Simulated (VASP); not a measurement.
# TaIn4H (P4/mmm) in VASP: reference runs

Aim: a first look at TaIn4H with PBE, on the cell as given.

Program: VASP 6.6.1. These are calculated values, not measurements. Logs are shortened: lines on timing, memory, paths and dates and some standing lists are left out, and cuts for length are marked.

### 1 The crystal as given

The structure is tetragonal, space group P4/mmm (No. 123). The conventional cell has a = 3.905 Å, b = 3.905 Å, c = 6.718 Å, α = 90.00°, β = 90.00°, γ = 90.00°. Ta (site symmetry 4/mmm) is surrounded by 6 In at 1.89 to 1.95 Å. In (site symmetry 4mm) is surrounded by 1 Ta at 1.89 Å. Around In (site symmetry mmm) lie 2 Ta at 1.95 Å. H (site symmetry 4/mmm) has 8 In at 3.13 Å as nearest neighbours.

The cell was built by a generator and needn't be a form met in nature.

### 2 Single point, PBE

File INCAR:

```
SYSTEM = TaIn4H
  PREC = Accurate
  ENCUT = 520
  EDIFF = 1E-7
  ISMEAR = -1
  SIGMA = 0.05
  LREAL = .FALSE.
  LASPH = .TRUE.
  NELM = 100
  ALGO = Normal
  ISIF = 2
  LWAVE = .FALSE.
  LCHARG = .FALSE.
  GGA = PE
  NBANDS = 41
```

File KPOINTS:

```
Automatic mesh
0
G
  7 7 4
  0 0 0
```

File POSCAR:

```
TaIn4H
1.0
    3.9050121200      0.0000000000      0.0000000000
    0.0000000000      3.9050121200      0.0000000000
    0.0000000000      0.0000000000      6.7178266500
Ta In H
1 4 1
Direct
    0.5000000000      0.5000000000      0.5000000000
    0.5000000000      0.5000000000      0.7816317100
    0.5000000000      0.5000000000      0.2183682900
    0.5000000000      0.0000000000      0.5000000000
    0.0000000000      0.5000000000      0.5000000000
    0.0000000000      0.0000000000      0.0000000000
```

Potentials or basis: VASP PAW PBE potentials, release 64 (Ta_pv, In_d, H).

The run is started by

```sh
$ cat potpaw_PBE.64/Ta_pv/POTCAR potpaw_PBE.64/In_d/POTCAR potpaw_PBE.64/H/POTCAR > POTCAR
$ mpirun -np 1 vasp_std > vasp.out
```

OUTCAR:

```text
SYSTEM = TaIn4H
   PREC = Accurate
   ENCUT = 520
   EDIFF = 1E-7
   ISMEAR = -1
   LREAL = .FALSE.
   LASPH = .TRUE.
   NELM = 100
   ISIF = 2
   GGA = PE

 ion  position               nearest neighbor table
   1  0.500  0.500  0.500-   2 1.89   3 1.89   4 1.95   5 1.95   4 1.95   5 1.95
   2  0.500  0.500  0.782-   1 1.89   4 2.72   5 2.72   4 2.72   5 2.72   3 2.93   3 3.78
   3  0.500  0.500  0.218-   1 1.89   4 2.72   5 2.72   4 2.72   5 2.72   2 2.93   2 3.78
   4  0.500  0.000  0.500-   1 1.95   1 1.95   3 2.72   2 2.72   2 2.72   3 2.72   5 2.76   5 2.76
                             5 2.76   5 2.76
   5  0.000  0.500  0.500-   1 1.95   1 1.95   3 2.72   2 2.72   2 2.72   3 2.72   4 2.76   4 2.76
                             4 2.76   4 2.76
   6  0.000  0.000  0.000-

 -----------------------------------------------------------------------------
|                                                                             |
|           W    W    AA    RRRRR   N    N  II  N    N   GGGG   !!!           |
|           W    W   A  A   R    R  NN   N  II  NN   N  G    G  !!!           |
|           W    W  A    A  R    R  N N  N  II  N N  N  G       !!!           |
|           W WW W  AAAAAA  RRRRR   N  N N  II  N  N N  G  GGG   !            |
|           WW  WW  A    A  R   R   N   NN  II  N   NN  G    G                |
|           W    W  A    A  R    R  N    N  II  N    N   GGGG   !!!           |
|                                                                             |
|     The distance between some ions is very small. Please check the          |
|     nearest-neighbor list in the OUTCAR file.                               |
|     I HOPE YOU KNOW WHAT YOU ARE DOING!                                     |
|                                                                             |
 -----------------------------------------------------------------------------

  LATTYP: Found a simple tetragonal cell.
 ALAT       =     3.9050121200
 C/A-ratio  =     1.7203087836

  Lattice vectors:

 A1 = (   3.9050121200,   0.0000000000,   0.0000000000)
 A2 = (   0.0000000000,   3.9050121200,   0.0000000000)
 A3 = (   0.0000000000,   0.0000000000,   6.7178266500)

Analysis of symmetry for initial positions (statically):
=====================================================================
 Subroutine PRICEL returns:
 Original cell was already a primitive cell.

 Routine SETGRP: Setting up the symmetry group for a
 simple tetragonal supercell.

 Subroutine GETGRP returns: Found 16 space group operations
 (whereof 16 operations were pure point group operations)
 out of a pool of 16 trial point group operations.

The static configuration has the point symmetry D_4h.

Analysis of symmetry for dynamics (positions and initial velocities):
=====================================================================
 Subroutine PRICEL returns:
 Original cell was already a primitive cell.

 Routine SETGRP: Setting up the symmetry group for a
 simple tetragonal supercell.

 Subroutine GETGRP returns: Found 16 space group operations
 (whereof 16 operations were pure point group operations)
 out of a pool of 16 trial point group operations.

The dynamic configuration has the point symmetry D_4h.

 Subroutine INISYM returns: Found 16 space group operations
 (whereof 16 operations are pure point group operations),
 and found     1 'primitive' translations

----------------------------------------------------------------------------------------

                                     Primitive cell

  volume of cell :     102.4409

  direct lattice vectors                    reciprocal lattice vectors
     3.905012120  0.000000000  0.000000000     0.256081151  0.000000000  0.000000000
     0.000000000  3.905012120  0.000000000     0.000000000  0.256081151  0.000000000
     0.000000000  0.000000000  6.717826650     0.000000000  0.000000000  0.148857667

  length of vectors
     3.905012120  3.905012120  6.717826650     0.256081151  0.256081151  0.148857667

  position of ions in fractional coordinates (direct lattice)
     0.500000000  0.500000000  0.500000000
     0.500000000  0.500000000  0.781631710
     0.500000000  0.500000000  0.218368290
     0.500000000  0.000000000  0.500000000
     0.000000000  0.500000000  0.500000000
     0.000000000  0.000000000  0.000000000

  ion indices of the primitive-cell ions
   primitive index   ion index
                 1           1
                 2           2
                 3           3
                 4           4
                 5           5
                 6           6

----------------------------------------------------------------------------------------

 KPOINTS: Automatic mesh

Automatic generation of k-mesh.
 Grid dimensions read from file:
 generate k-points for:    7    7    4

 Generating k-lattice:

  Cartesian coordinates                     Fractional coordinates (reciprocal lattice)
     0.036583022  0.000000000  0.000000000     0.142857143  0.000000000  0.000000000
     0.000000000  0.036583022  0.000000000     0.000000000  0.142857143  0.000000000
     0.000000000  0.000000000  0.037214417     0.000000000  0.000000000  0.250000000

  Length of vectors
     0.036583022  0.036583022  0.037214417

  Shift w.r.t. Gamma in fractional coordinates (k-lattice)
     0.000000000  0.000000000  0.000000000

 Subroutine IBZKPT returns following result:
 ===========================================

 Found     30 irreducible k-points:

 Following reciprocal coordinates:
            Coordinates               Weight
  0.000000  0.000000  0.000000      1.000000
  0.142857  0.000000  0.000000      4.000000
  0.285714  0.000000  0.000000      4.000000
  0.428571  0.000000  0.000000      4.000000
  0.142857  0.142857  0.000000      4.000000
  0.285714  0.142857  0.000000      8.000000
[... 16 lines left out ...]
  0.285714  0.000000  0.500000      4.000000
  0.428571  0.000000  0.500000      4.000000
 [... further k-points ...]
   k-points           NKPTS =     30   k-points in BZ     NKDIM =     30   number of bands    NBANDS=     41
   number of dos      NEDOS =    301   number of ions     NIONS =      6
   total plane-waves  NPLWV =  45000
   dimension x,y,z NGX =    30 NGY =   30 NGZ =   50
   dimension x,y,z NGXF=    60 NGYF=   60 NGZF=  100
   ions per type =               1   4   1
   NGX,Y,Z   is equivalent  to a cutoff of  12.77, 12.77, 12.37 a.u.
   NGXF,Y,Z  is equivalent  to a cutoff of  25.54, 25.54, 24.75 a.u.
 SYSTEM =  TaIn4H
   PREC   = accura    normal or accurate (medium, high low for compatibility)
   ISTART =      0    job   : 0-new  1-cont  2-samecut
   ICHARG =      2    charge: 1-file 2-atom 10-const
   ISPIN  =      1    spin polarized calculation?
   LNONCOLLINEAR =      F non collinear calculations
   LSORBIT =      F    spin-orbit coupling
   LASPH  =      T    aspherical Exc in radial PAW
   ENCUT  =  520.0 eV  38.22 Ry    6.18 a.u.   7.26  7.26 12.49*2*pi/ulx,y,z
   NELM   =    100;   NELMIN=  2; NELMDL= -5     # of ELM steps
   EDIFF  = 0.1E-06   stopping-criterion for ELM
   LREAL  =      F    real-space projection
   EDIFFG = 0.1E-05   stopping-criterion for IOM
   NSW    =      0    number of steps for IOM
   IBRION =     -1    ionic relax: 0-MD 1-quasi-New 2-CG
   NFREE  =      0    steps in history (QN), initial steepest desc. (CG)
   ISIF   =      2    stress and relaxation
   ISYM   =      2    0-nonsym 1-usesym 2-fastsym
   POTIM  = 0.5000    time-step for ionic-motion
   TEBEG  =    0.0;   TEEND  =   0.0 temperature during run
   PSTRESS=    0.0 pullay stress
   NELECT =      64.0000    total number of electrons
   NUPDOWN=      -1.0000    fix difference up-down
   EMIN   =  10.00;   EMAX   =-10.00  energy-range for DOS
   EFERMI =   0.00;   METHOD = LEGACY
   ISMEAR =    -1;   SIGMA  =   0.05  broadening in eV -4-tet -1-fermi 0-gaus
   EFERMI_NEDOS =   21; number of points for ismear=-14 and -15
   IALGO  =     38    algorithm
   IMIX   =      4    mixing-type and parameters
     AMIX     =   0.40;   BMIX     =  1.00
     AMIX_MAG =   1.60;   BMIX_MAG =  1.00
  volume/ion in A,a.u.               =      17.07       115.22
  Fermi-wavevector in a.u.,A,eV,Ry     =   1.399513  2.644696 26.648873  1.958637
  Thomas-Fermi vector in A             =   2.522565
   LORBIT       =      0    0 simple, 1 ext, 2 COOP (PROOUT), +10 PAW based schemes
   GGA     = PE    functional components
   LHFCALC =     F    Hartree Fock is set to
   AEXX    =    0.0000 exact exchange contribution
   IVDW    =     0    specifies the selected vdW correction
   LEPSILON=     F    determine dielectric tensor
   LRPA    =     F    only Hartree local field effects (RPA)
 non-spin polarized calculation
  energy-cutoff  :      520.00
  volume of cell :      102.44
 maximum number of plane-waves:      2785
 NGX is ok and might be reduce to    30
   NGX = 15   NGY = 15   NGZ = 25

 number of electron      64.0000006 magnetization

 Free energy of the ion-electron system (eV)
  ---------------------------------------------------
  ext. energy  EPLUGINS =         0.00000000
  ---------------------------------------------------
  free energy    TOTEN  =        24.38642166 eV

  energy without entropy =       24.39885276  energy(sigma->0) =       24.39263721

 E-fermi :   9.0824     XC(G=0): -10.9246

 val. band max:        9.0389778757   @ k =   0.4286   0.0000   0.2500
 cond. band min:       9.0946157074   @ k =   0.2857   0.1429   0.5000
 fundamental gap:      0.0556378316
 Fermi energy:         9.0824312450

 k-point     1 :       0.0000    0.0000    0.0000
  band No.  band energies     occupation
      1     -27.1889      2.00000
      2     -26.3400      2.00000
      3     -26.3400      2.00000
      4      -9.6953      2.00000
      5      -9.5134      2.00000
      6      -9.1827      2.00000
[... 33 lines left out ...]
     40      16.5172      0.00000
     41      16.5255      0.00000

 k-point     2 :       0.1429    0.0000    0.0000
  band No.  band energies     occupation
      1     -27.2000      2.00000
      2     -26.5492      2.00000
      3     -26.3522      2.00000
      4      -9.5302      2.00000
      5      -9.3239      2.00000
      6      -9.1692      2.00000
[... 33 lines left out ...]
     40      16.6097      0.00000
     41      16.8805      0.00000

 k-point     3 :       0.2857    0.0000    0.0000
  band No.  band energies     occupation
      1     -27.2246      2.00000
      2     -26.9917      2.00000
      3     -26.3795      2.00000
      4      -9.2131      2.00000
      5      -9.1380      2.00000
      6      -9.0929      2.00000
[... 33 lines left out ...]
     40      16.5718      0.00000
     41      16.9091      0.00000

 k-point     4 :       0.4286    0.0000    0.0000
  band No.  band energies     occupation
      1     -27.3228      2.00000
      2     -27.2443      2.00000
      3     -26.4011      2.00000
      4      -9.1872      2.00000
      5      -9.1121      2.00000
      6      -8.5878      2.00000
[... 825 lines left out ...]
     40      15.8043      0.00000
     41      17.1349      0.00000

 k-point    23 :       0.2857    0.0000    0.5000
  band No.  band energies     occupation
      1     -27.2290      2.00000
      2     -26.9916      2.00000
      3     -26.3794      2.00000
      4      -9.1998      2.00000
      5      -9.1608      2.00000
      6      -9.0927      2.00000
[... 33 lines left out ...]
     40      16.4418      0.00000
     41      16.5359      0.00000

 k-point    24 :       0.4286    0.0000    0.5000
  band No.  band energies     occupation
      1     -27.3228      2.00000
      2     -27.2486      2.00000
      3     -26.4011      2.00000
      4      -9.1712      2.00000
      5      -9.1353      2.00000
      6      -8.5876      2.00000
[... 33 lines left out ...]
     40      15.7886      0.00000
     41      16.6143      0.00000

 [... further k-points ...]
[... 5 lines left out ...]
  --------------------------------------------------------------------------------------
  -------------------------------------------------------------------------------------
  Total      116.6496714    116.6496714    127.7000986      0.0000000      0.0000000      0.0000000
  in kB     1824.4019882   1824.4019882   1997.2307764      0.0000000      0.0000000      0.0000000
  external PRESSURE =    1882.0115842 kB  Pullay stress =       0.0000000 kB

 VOLUME and BASIS-vectors are now :
 -----------------------------------------------------------------------------
  energy-cutoff  :      520.00
  volume of cell :      102.44
      direct lattice vectors                 reciprocal lattice vectors
     3.905012120  0.000000000  0.000000000     0.256081151  0.000000000  0.000000000
     0.000000000  3.905012120  0.000000000     0.000000000  0.256081151  0.000000000
     0.000000000  0.000000000  6.717826650     0.000000000  0.000000000  0.148857667

 POSITION                                       TOTAL-FORCE (eV/Angst)
 -----------------------------------------------------------------------------------
      1.95251      1.95251      3.35891        -0.000000      0.000000      0.000000
      1.95251      1.95251      5.25087         0.000000     -0.000000     33.792562
      1.95251      1.95251      1.46696        -0.000000     -0.000000    -33.792562
      1.95251      0.00000      3.35891        -0.000000      0.000000      0.000000
      0.00000      1.95251      3.35891        -0.000000      0.000000      0.000000
      0.00000      0.00000      0.00000        -0.000000      0.000000      0.000000
 -----------------------------------------------------------------------------------
    total drift:                                0.000000      0.000000      0.000000

  FREE ENERGIE OF THE ION-ELECTRON SYSTEM (eV)
  ---------------------------------------------------
  free  energy   TOTEN  =        24.3864216602 eV

  energy  without entropy=       24.3988527633  energy(sigma->0) =       24.39263721
```

Wall time 2.8 min (1 thread of Intel Xeon Platinum 8488C (Sapphire Rapids), shared host); peak memory 0.26 GiB.

What came out:

| Item | Value |
| --- | --- |
| Free energy | 24.3864 eV |
| Pressure | 188.2 GPa |
| Largest force | 33.793 eV/Å |
| Band gap on the k mesh | none (metal or under the smearing width) |

Forces in eV/Å, atoms in the order of the input:
```
Ta    0.000   0.000   0.000
In    0.000   0.000  33.793
In    0.000   0.000 -33.793
In    0.000   0.000   0.000
In    0.000   0.000   0.000
H     0.000   0.000   0.000
```

Stress tensor (GPa, compression positive):
```
182.44   0.00   0.00
  0.00 182.44   0.00
  0.00   0.00 199.72
```

Caveat: a pressure of tens of GPa on the cell as given is suspect, and the run, the potentials or the cell itself is likely at fault; forces of over 1 eV/Å show positions far from the minimum, so gaps and moduli don't describe the material at rest. Spin-orbit coupling is left out, which matters for the levels of Ta.
